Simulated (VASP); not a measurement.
Data:

```yaml
crystal:
  lattice:
    - [0.00000, 2.16860, 2.16860]
    - [2.16860, 0.00000, 2.16860]
    - [2.16860, 2.16860, 0.00000]
  atoms:
    - { symbol: B, position: [0.00000, 0.00000, 0.00000] }
    - { symbol: P, position: [0.25000, 0.25000, 0.25000] }
```

Method: PBE GGA, VASP's PBE PAW potentials (set 64) (plane waves; VASP 6.6.1). Settings: 620 eV cut-off, 10×10×10 Γ-centred mesh, Gaussian smearing of 0.050 eV, potentials B P.

Question: Estimate the energy per atom (σ→0), pressure, band gap (on the k-mesh) with the smallest direct gap where there is one.

Answer: 
The band gap (on the k-mesh) comes out as 1.04 eV. The smallest direct gap (on the k-mesh) comes out as 3.65 eV and the energy per atom (σ→0) is -6337 meV/atom. The pressure is 29.83 GPa.

Total energies compare only between runs with the same potentials, cut-off and functional.

The compound is BP in the zinc blende structure. It was relaxed first under an external pressure of 30 GPa.
